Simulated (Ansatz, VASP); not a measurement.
**LiTi: VASP beside Ansatz**

Wanted: the spread between two codes on one cell, functional and k mesh. The cell is generated by rule, not measured, and may not be a known phase. The cell is taken from a series of VASP runs on this material, whose earlier steps may have relaxed, scaled or displaced it; both programs get it as it stands.

Main program and level: Ansatz 0.2.0; plane waves, with VASP 6.6.1 beside it; single point at PBE.

### 1. The starting structure

It takes space group P4/mmm (No. 123, tetragonal). The conventional cell has a = 2.527 Å, b = 2.527 Å, c = 5.599 Å, α = 90.00°, β = 90.00°, γ = 90.00°. Li has 4 Li at 2.53 Å and 2 Ti at 2.80 Å nearest. Nearest to Ti lie 4 Ti at 2.53 Å and 2 Li at 2.80 Å. Farther neighbours are not listed.

Coordinates:

```xyz
2
Lattice="2.5271 0.0000 0.0000 0.0000 2.5271 0.0000 0.0000 0.0000 5.5993" Properties=species:S:1:pos:R:3 pbc="T T T"
Li    1.2635    1.2635    0.0000
Ti    1.2635    1.2635    2.7996
```

### 2. VASP: single point, PBE

A single point gives forces, pressure and levels at one fixed geometry, so differences don't come from the geometry; what else differs is listed under the comparison.

Lines of VASP's logs that name or quote its potential files are left out, and so is its time.

File INCAR:

```
SYSTEM = LiTi
PREC = Accurate
ENCUT = 650
EDIFF = 1E-06
NELM = 100
ISMEAR = -1
SIGMA = 0.05
LREAL = .FALSE.
ALGO = Normal
GGA = PE
LORBIT = 11
LWAVE = .FALSE.
LCHARG = .TRUE.
ISIF = 2
LELF = .TRUE.
LVHAR = .TRUE.
```

File POSCAR:

```
LiTi
1.0
    2.5270730065      0.0000000000      0.0000000000
    0.0000000000      2.5270730065      0.0000000000
    0.0000000000      0.0000000000      5.5992875679
Li Ti
1 1
Direct
    0.5000000000      0.5000000000      0.0000000000
    0.5000000000      0.5000000000      0.5000000000
```

File KPOINTS:

```
Automatic mesh
0
Gamma
8 8 4
0 0 0
```

Potentials, in the order of the species: Li_sv and Ti_sv (PBE family, release 64).

On the command line:

```sh
mpirun -np 1 vasp_std
```

Numbers of over 12 decimals in the logs are rounded to 6 here.

Output:

```text
[banner, memory and clock lines left out]
running    1 mpi-ranks, on    1 nodes
 distrk:  each k-point on    1 cores,    1 groups
 distr:  one band on    1 cores,    1 groups

 POSCAR found type information on POSCAR LiTi
 POSCAR found :  2 types and       2 ions
 LDA part: xc-table for (Slater+PW92), standard interpolation
 POSCAR, INCAR and KPOINTS ok, starting setup
 FFT: planning ... GRIDC
 FFT: planning ... GRID_SOFT
 FFT: planning ... GRID
 WAVECAR not read
 entering main loop
       N       E                     dE             d eps       ncg     rms          rms(c)
DAV:   1     0.117060350577E+03    0.11706E+03   -0.90693E+03   990   0.168E+03
DAV:   2     0.585644851610E+01   -0.11120E+03   -0.10811E+03   999   0.381E+02
DAV:   3    -0.862382500811E+01   -0.14480E+02   -0.13941E+02  1925   0.108E+02
DAV:   4    -0.951917282435E+01   -0.89535E+00   -0.88001E+00  1287   0.285E+01
DAV:   5    -0.958567404746E+01   -0.66501E-01   -0.66241E-01  1559   0.564E+00    0.761E+00
DAV:   6    -0.884757336204E+01    0.73810E+00   -0.64701E+00  1275   0.265E+01    0.326E+00
DAV:   7    -0.868694918649E+01    0.16062E+00   -0.66674E-01  1222   0.805E+00    0.188E+00
DAV:   8    -0.868462840438E+01    0.23208E-02   -0.15198E-01  1156   0.385E+00    0.399E-01
DAV:   9    -0.868635927851E+01   -0.17309E-02   -0.23747E-02  1402   0.129E+00    0.308E-01
DAV:  10    -0.868722117627E+01   -0.86190E-03   -0.27583E-03  1276   0.547E-01    0.522E-02
DAV:  11    -0.868720593195E+01    0.15244E-04   -0.32098E-04  1536   0.132E-01    0.399E-02
DAV:  12    -0.868720637361E+01   -0.44166E-06   -0.19935E-05  1167   0.473E-02    0.158E-02
DAV:  13    -0.868720277968E+01    0.35939E-05   -0.59492E-06  1392   0.234E-02    0.496E-03
DAV:  14    -0.868720308514E+01   -0.30546E-06   -0.70141E-07   690   0.109E-02
   1 F= -.86872031E+01 E0= -.86810425E+01  d E =-.123212E-01
```

OUTCAR, selected parts (step 2):

```text
ion  position               nearest neighbor table
   1  0.500  0.500  0.000-
   2  0.500  0.500  0.500-

  LATTYP: Found a simple tetragonal cell.
 ALAT       =     2.5270730065
 C/A-ratio  =     2.2157205405

 Subroutine GETGRP returns: Found 16 space group operations
 (whereof 16 operations were pure point group operations)

The static configuration has the point symmetry D_4h.

 Found     45 irreducible k-points:

   k-points           NKPTS =     45   k-points in BZ     NKDIM =     45   number of bands    NBANDS=     11

   dimension x,y,z NGX =    24 NGY =   24 NGZ =   48
   dimension x,y,z NGXF=    48 NGYF=   48 NGZF=   96

   ENCUT  =  650.0 eV  47.77 Ry    6.91 a.u.   5.25  5.25 11.64*2*pi/ulx,y,z

   NELECT =      15.0000    total number of electrons

 k-points in reciprocal lattice and weights: Automatic mesh
   0.00000000  0.00000000  0.00000000       0.004
   0.12500000  0.00000000  0.00000000       0.016
   0.25000000  0.00000000  0.00000000       0.016
   0.37500000  0.00000000  0.00000000       0.016
   0.50000000  0.00000000  0.00000000       0.008
   0.12500000  0.12500000  0.00000000       0.016
   0.25000000  0.12500000  0.00000000       0.031
   0.37500000  0.12500000  0.00000000       0.031
   0.50000000  0.12500000  0.00000000       0.016
[...]
0.50000000  0.37500000  0.50000000       0.016
   0.50000000  0.50000000  0.50000000       0.004

 average (electrostatic) potential at core
       1 -61.2172       2 -76.1790

 E-fermi :   4.2688

 k-point     1 :       0.0000    0.0000    0.0000
  band No.  band energies     occupation
    ...
      5     -27.9352      2.00000
      6      -0.4899      2.00000
      7       2.6542      2.00000
      8       3.0362      2.00000
      9       3.2365      2.00000
     10       7.4732      0.00000
     11       7.5050      0.00000

 k-point     2 :       0.1250    0.0000    0.0000
  band No.  band energies     occupation
    ...
      5     -27.9195      2.00000
      6      -0.0944      2.00000
      7       2.9092      2.00000
      8       3.3369      2.00000
      9       3.4207      2.00000
     10       7.2299      0.00000
     11       7.5232      0.00000

 k-point     3 :       0.2500    0.0000    0.0000
  band No.  band energies     occupation
    ...
      4     -28.5461      2.00000
      5     -27.8813      2.00000
      6       0.9523      2.00000
      7       3.3352      2.00000
      8       3.4243      2.00000
      9       4.6883      0.00045
     10       7.0848      0.00000
     11       7.6311      0.00000

  Total        0.0101803      0.0101803     -0.0078567      0.0000000      0.0000000      0.0000000
  in kB        0.4561467      0.4561467     -0.3520305      0.0000000      0.0000000      0.0000000
  external PRESSURE =       0.1867543 kB  Pullay stress =       0.0000000 kB

  energy-cutoff  :      650.00
  volume of cell :       35.76
      direct lattice vectors                 reciprocal lattice vectors
     2.527073007  0.000000000  0.000000000     0.395714725  0.000000000  0.000000000
     0.000000000  2.527073007  0.000000000     0.000000000  0.395714725  0.000000000
     0.000000000  0.000000000  5.599287568     0.000000000  0.000000000  0.178594149

 POSITION                                       TOTAL-FORCE (eV/Angst)
 -----------------------------------------------------------------------------------
      1.26354      1.26354      0.00000         0.000000      0.000000      0.000000
      1.26354      1.26354      2.79964         0.000000      0.000000      0.000000
 -----------------------------------------------------------------------------------
    total drift:                                0.000000      0.000000     -0.000000

  FREE ENERGIE OF THE ION-ELECTRON SYSTEM (eV)
  ---------------------------------------------------
  free  energy   TOTEN  =        -8.6872030851 eV

  energy  without entropy=       -8.6748818620  energy(sigma->0) =       -8.68104247

 total charge
# of ion       s       p       d       tot
------------------------------------------
    1        2.033   0.059   0.000   2.092
    2        2.251   6.058   2.057  10.365
--------------------------------------------------
tot          4.284   6.117   2.057  12.457

[... 3 further parts left out ...]
```

This run has no spin polarisation. Its electron count is odd, so without a moment it is a metal by construction.

### 3. Ansatz: single point, PBE

Ansatz runs on its default PAW (the set named soft_2) files.

The same cell, functional, mesh and smearing now go to Ansatz, which takes its cutoff from its data sets.

File input.yaml:

```yaml
crystal:
  lattice:
    - [2.5270730065, 0.0, 0.0]
    - [0.0, 2.5270730065, 0.0]
    - [0.0, 0.0, 5.5992875679]
  atoms:
    - { symbol: Li, position: [0.5, 0.5, 0.0] }
    - { symbol: Ti, position: [0.5, 0.5, 0.5] }
hamiltonian:
  xc: pbe
  pseudopotentials: { kind: paw }
kpoints:
  mp_grid: { grid: [8, 8, 4] }
scf:
  occupations: { method: fermi_dirac, width: 0.05 }
  n_extra_bands: 4
output:
  forces: true
  stress: true
  eigenvalues: true
```

On the command line:

```sh
ansatz run input.yaml --threads 2 --pin off --max-ram 4608MiB --backend cpu --events-out ev --progress --plain --runs-dir out
```

Output:

```text
scf.n_extra_bands = 4 over 8 filled bands (N_el = 15.0): the run solves 12 bands
Engine: ansatz 0.2.0, x86_64-unknown-linux-gnu
Pseudopotentials: kind: paw
Pseudopotential: Li, paw, valence charge 3, recommended cutoff 420 eV (normal), Li.paw.azcp
Pseudopotential: Ti, paw, valence charge 12, recommended cutoff 420 eV (normal), Ti.paw.azcp
Functional definition: PBE
  parameter kappa = 0.804
  parameter beta = 0.066725
  exchange = pbe_x(kappa = kappa, mu = beta*pi^2/3)
  correlation = pbe_c(beta = beta)
Crystal: 2 atoms, lattice volume = 35.758 Å³
Basis set: ecut = 420 eV, 691 PW (Γ), exchange–correlation on 36×36×80 points (8 copies of the dense FFT grid, shifted against one another)
Bands: 12, of which v1, the nominal top of the filled ones, is band 8 counted from 1 (7 counted from 0)
Symmetry: 16 space group operations
Space group: P4/mmm (ITA 123), of the structure as read, at distance tolerance 3.3e-5 Å
k-points: 45 of 256
Non-local potential: Li, projectors of the file, l = 0: 3, l = 1: 2, l = 2: 1
Non-local potential: Ti, projectors of the file, l = 0: 3, l = 1: 2, l = 2: 3, l = 3: 1
PAW form: soft (Blöchl's): semilocal exchange-correlation on the pseudo side does not see the compensation charge
PAW one-centre angular grid: Li, 110 points (default); XC on 64 Gauss nodes
PAW one-centre angular grid: Ti, 590 points (default); XC on 64 Gauss nodes
Initial density: superposition of atomic densities (neutral atoms: chi_scale 0, normalization atom), corrected by the library's trained network
Initial wavefunctions: pseudopotential atomic-orbital guess
Functional: x = pbe(κ = 0.804, μ = 0.219515), c = pbe(β = 0.066725)
SCF iter   1: F=—  HF=-2703.298975 eV  |F-HF|=—  |Δ(HF+E_count)|=         —  Δρ=3.71e-3  dr2=1.12e-2  ethr=1.77e-3  ⟨swp⟩=4.2  Hψ=2627  notcnv=0
preconditioner: auto → none  [metal: Δε(μ)=0.064 eV  Ē_g=3.763 eV  σ=0.050 eV  W_gap=0.30  n_scr=4 (ndim 8)  ℏωp=13.9 eV  f_vac=0.000  D(μ)=1.41/eV (n_scr^D=8)  sad-step TF]
SCF iter   2: F=—  HF=-2703.298824 eV  |F-HF|=—  |Δ(HF+E_count)|=   1.51e-4  Δρ=2.85e-3  dr2=9.25e-3  ethr=7.44e-5  ⟨swp⟩=1.6  Hψ=928  notcnv=0
SCF iter   3: F=—  HF=-2703.297888 eV  |F-HF|=—  |Δ(HF+E_count)|=   9.36e-4  Δρ=8.40e-4  dr2=8.87e-4  ethr=6.17e-5  ⟨swp⟩=2.0  Hψ=740  notcnv=0
SCF iter   4: F=—  HF=-2703.297691 eV  |F-HF|=—  |Δ(HF+E_count)|=   1.97e-4  Δρ=1.50e-4  dr2=6.27e-6  ethr=5.91e-6  ⟨swp⟩=1.8  Hψ=602  notcnv=0
SCF iter   5: F=—  HF=-2703.297632 eV  |F-HF|=—  |Δ(HF+E_count)|=   5.89e-5  Δρ=4.57e-5  dr2=4.43e-7  ethr=4.18e-8  ⟨swp⟩=1.9  Hψ=676  notcnv=0
SCF iter   6: F=-2703.297632 eV  HF=-2703.297632 eV  |F-HF|=4.54e-9  |Δ(HF+E_count)|=   2.27e-7  Δρ=8.12e-6  dr2=2.10e-8  ethr=6.67e-10  ⟨swp⟩=5.1  Hψ=2300  notcnv=0
SCF 1 converged in 6 iterations: F = -2703.297632 eV  dr2 = 2.10e-8
  greatest PAW one-centre occupation: 1.000 electrons in one spin orbital (limit 2), on the Li atom at site 0 (counted from 0), in its partial waves of l = 0
SCF converged after 6 iterations
Free energy (F): -2703.297632 eV
Harris-Foulkes:  -2703.297632 eV  (|F-HF|=4.54e-9)
Internal energy: -2703.285182 eV  (E = F + TS)
E sigma→0 (E₀):  -2703.291407 eV
Entropy (-TS):   -0.012450 eV (-6.225 meV/atom)
Fermi energy:    6.945916 eV
--- Per-component energies (eV) ---
  E_band       = -304.540300
  E_kinetic    = 295.346336
  E_local      = -1490.179919  (includes V_loc(G=0)·N_el)
  E_nonlocal   = -22.785121
  E_hartree    = 616.735151
  E_xc         = -107.372752
  E_vxc        = -134.682391  (∫ρ·V_xc dr)
  E_paw        = -1069.944015  (= ΣΔE_a)
  E_vpaw       = -185.706965  (= ΣTr[D̂ρ^β])
  E_aug_tail   = 0.000146  (compensation charges beyond the density's cutoff)
  E_ewald      = -925.085008
  E_smearing   = -0.012450  (= −TS)
  E_closure    = 0.000000  (closes the sum)
  Σ components = -2703.297632   (vs F -2703.297632, Δ=0.00e0)
--- Forces (eV/Å), atoms counted from 1 ---
  atom   1  Li     0.00000000    -0.00000000     0.00000000
  atom   2  Ti     0.00000000    -0.00000000     0.00000000
  max |Σ_I F_I| component: 5.09e-29 eV/Å
--- Stress (GPa, compression-positive) ---
        0.194736       0.000000       0.000000
        0.000000       0.194736       0.000000
        0.000000       0.000000       0.137751
  P = ⅓ Tr σ = 0.1757 GPa (1.757 kbar)
--- Band table (eV; the first three rows and the last of 45) ---
  k-point 0: bands = [... 4 lower, -25.2309, 2.2066, 5.3295, 5.7049, 5.9094, 10.1614, 10.1614, 10.5250]
  k-point 1: bands = [... 4 lower, -25.2309, 2.3867, 4.7536, 5.7053, 5.9457, 10.1574, 10.1574, 11.3780]
  k-point 2: bands = [... 4 lower, -25.2309, 2.6436, 4.1960, 5.7058, 5.9548, 10.1535, 10.1535, 11.3780]
  k-point 44: bands = [... 4 lower, -25.6785, 4.5089, 7.1225, 7.1225, 9.2278, 12.6450, 12.8068, 12.8068]
```

Run time: 0.4 s. Hardware: 2 threads of Intel Xeon 6975P-C (Granite Rapids), shared host; peak memory 0.36 GiB.

Reading the cycles: dr2 is the Hartree energy of the density residual (eV), the measure of convergence; HF is the Harris–Foulkes estimate of the energy, which meets the free energy F at convergence.

The run ends at a pressure of 0.18 GPa.

### 4. Comparison

Known differences besides the potentials themselves: the cutoff is 420 eV in Ansatz and 650 eV in VASP; VASP leaves aspherical gradient terms in its spheres out (LASPH is not set), Ansatz keeps them. Total energies have different zeros and are not compared.

Compared:

| quantity | Ansatz | VASP | difference |
| --- | --- | --- | --- |
| pressure (GPa) | 0.18 | 0.02 | +0.16 |

### 5. What came out

```json
{
  "difference in pressure (single point, PBE)": "0.16 GPa"
}
```

What this shows: The difference in pressure is 0.16 GPa (single point, PBE), within the 1 GPa picked in this series as the mark of a large difference. Such differences can come from data sets, numerical settings and the points named under the comparisons, not from the functional's error against experiment.

[Lines on the potential files, build, host, timing and source positions are cut from VASP's logs without a mark.]

[Logs are printed without paths, hosts, clocks, repeated set-up lines and the standing remarks that a program may print on its own settings, such as how far it seeks lower states.]

[Hosts, paths, dates, database ids (printed as entryN), source tags and the programs' standing remarks are cut or masked in the printed files.]
